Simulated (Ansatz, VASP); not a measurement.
LiRh in VASP and in Ansatz

```
Li Rh
1.0
     2.63978    0.00000    0.00000
    -1.31989    2.28612    0.00000
     0.00000    0.00000    4.36773
Li Rh
1 1
Direct
  0.00000 0.00000 0.50000
  0.66667 0.33333 0.00000
```

The cell comes from a database or a generator and needn't be the stable form of this composition.

Alike in both runs: task single point; functional PBEsol; k mesh 16 × 16 × 8; occupations fermi-dirac, width 0.05 eV; collinear spin.

```csv
,VASP,Ansatz
version,VASP 6.6.1,Ansatz 0.2.0
potentials or method,"VASP PAW PBE potentials, release 64 (Li_sv, Rh_pv), cutoff 520 eV","all-electron LAPW, scalar-relativistic"
```

```tsv
	VASP	Ansatz	Ansatz less VASP
net moment per atom (μB)	0.00	0.00	-0.001
```

Ansatz ran all-electron here, so the differences hold the error of VASP's frozen core and of both bases. Ansatz warned: «seeded_moment_not_kept».
